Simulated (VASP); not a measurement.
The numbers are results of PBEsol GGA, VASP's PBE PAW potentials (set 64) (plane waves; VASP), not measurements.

VASP ran on this input.

### INCAR
```
SYSTEM = AlPd
PREC = Accurate; ENCUT = 300; LREAL = .FALSE.
LASPH = .TRUE.
EDIFF = 1E-6; NELM = 100; ALGO = Normal
LMAXMIX = 4
ISMEAR = 0; SIGMA = 0.2
GGA = PS
ISIF = 2
LWAVE = .FALSE.; LCHARG = .FALSE.
```

**POSCAR**
```
AlPd
1
    4.6626140000     0.0000000000     0.0000000000
    0.0000000000     4.6626140000     0.0000000000
    0.0000000000     0.0000000000     4.6626140000
Al Pd
4 4
Direct
  0.8444500000   0.8444500000   0.8444500000
  0.6555500000   0.1555500000   0.3444500000
  0.3444500000   0.6555500000   0.1555500000
  0.1555500000   0.3444500000   0.6555500000
  0.1482300000   0.1482300000   0.1482300000
  0.3517700000   0.8517700000   0.6482300000
  0.6482300000   0.3517700000   0.8517700000
  0.8517700000   0.6482300000   0.3517700000
```

KPOINTS:
```
Regular mesh
0
Gamma
  5 5 5
0 0 0
```

POTCAR, in this order: Al Pd (PBE.64 set). Program: vasp_std.

At this cut-off the stress carries a Pulay error, which pulls relaxed volumes low.

**Question.** Estimate the energy per atom (σ→0), pressure, largest force, band gap (on the k-mesh).

**Answer.** 
```yaml
energy per atom (σ→0): -564.2 kJ/mol of atoms
band gap (on the k-mesh): none (metal, semimetal or under 0.01 eV)
pressure: 26.29 GPa
largest_force: 0.112 eV/Å
```

File OSZICAR:
```
...
DAV:   7    -0.469140118993E+02    0.35320E+00   -0.15628E+00   745   0.992E+00    0.466E+00
DAV:   8    -0.468001824572E+02    0.11383E+00   -0.86668E-02   822   0.182E+00    0.831E-01
DAV:   9    -0.467962537593E+02    0.39287E-02   -0.11956E-02   808   0.767E-01    0.372E-01
DAV:  10    -0.467962268630E+02    0.26896E-04   -0.13207E-03   794   0.240E-01    0.798E-02
DAV:  11    -0.467961350530E+02    0.91810E-04   -0.20750E-04   808   0.955E-02    0.458E-02
DAV:  12    -0.467961336664E+02    0.13866E-05   -0.93363E-06   801   0.186E-02    0.484E-03
DAV:  13    -0.467961331607E+02    0.50567E-06   -0.11303E-06   509   0.739E-03
   1 F= -.46796133E+02 E0= -.46778088E+02  d E =-.360906E-01
```

The structure comes from a computed database's AlPd entry (P2_13); how it stands against other phases isn't given here. The cell was not relaxed at this level, and its volume differs by -5.9 % from the start's.
